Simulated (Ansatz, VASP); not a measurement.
## Two plane-wave programs on CaTi6

INCAR

```
ALGO = Normal
EDIFF = 1E-7
EDIFFG = -0.01
ENCUT = 600
GGA = PE
IBRION = 2
ISIF = 3
ISMEAR = 0
LASPH = T
LCHARG = F
LREAL = F
LWAVE = F
NELM = 100
NSW = 100
PREC = Accurate
SIGMA = 0.1
```

Contents of KPOINTS:

```
k-points
0
Gamma
  8 8 8
```

POSCAR

```
CaTi6
1.0
    0.0000000000      4.1704016998      4.1704016998
    4.1704016998      0.0000000000      4.1704016998
    4.1704016998      4.1704016998      0.0000000000
Ca Ti
1 6
Direct
    0.0000000000      0.0000000000      0.0000000000
    0.5000000000      0.5000000000      0.0000000000
    0.5000000000      0.0000000000      0.5000000000
    0.0000000000      0.0000000000      0.5000000000
    0.0000000000      0.5000000000      0.0000000000
    0.0000000000      0.5000000000      0.5000000000
    0.5000000000      0.0000000000      0.0000000000
```

Input for Ansatz:

```yaml
crystal:
  lattice:
    - [0.0, 4.1704016998, 4.1704016998]
    - [4.1704016998, 0.0, 4.1704016998]
    - [4.1704016998, 4.1704016998, 0.0]
  atoms:
    - { symbol: Ca, position: [0.0, 0.0, 0.0] }
    - { symbol: Ti, position: [0.5, 0.5, 0.0] }
    - { symbol: Ti, position: [0.5, 0.0, 0.5] }
    - { symbol: Ti, position: [0.0, 0.0, 0.5] }
    - { symbol: Ti, position: [0.0, 0.5, 0.0] }
    - { symbol: Ti, position: [0.0, 0.5, 0.5] }
    - { symbol: Ti, position: [0.5, 0.0, 0.0] }
basis:
  ecutwfc: 420
kpoints:
  mp_grid: { grid: [8, 8, 8] }
hamiltonian:
  xc: pbe
scf:
  occupations: { method: gaussian, width: 0.1 }
output:
  forces: true
  stress: true
  eigenvalues: true
relax:
  adjacent_minimum: "off"
  f_tol: 0.01
  max_steps: 80
  cell: { stress_tol: 0.05 }
```

Change from the starting cell: species swapped into the Zn6Mo type (Fm-3m, No. 225).

Alike in both runs: task relaxation of cell and atoms; functional PBE; k mesh 8 × 8 × 8; occupations gaussian, width 0.1 eV; no spin polarisation.

```csv
,VASP,Ansatz
version,VASP 6.6.1,Ansatz 0.2.0
potentials or method,"VASP PAW PBE potentials, release 64 (Ca_sv, Ti_sv)","scalar-relativistic, plane waves, PAW"
plane-wave cutoff (eV),600,420
valence electrons in the cell,82,82
```

Ansatz gave:

| Quantity | Value |
| --- | --- |
| gap on the k mesh at the Fermi level, each at its own relaxed structure (eV) | none |
| relaxed volume (Å³/atom) | 20.72 |
| relaxed cell length with the largest relative difference (Å) | 5.898 |

Problem. Estimate VASP's values.

Solution. gap on the k mesh at the Fermi level, each at its own relaxed structure (eV): none; relaxed volume (Å³/atom): 20.69; relaxed cell length with the largest relative difference (Å): 5.895.

A gap of «none» marks a metal or a gap that the smearing closes.
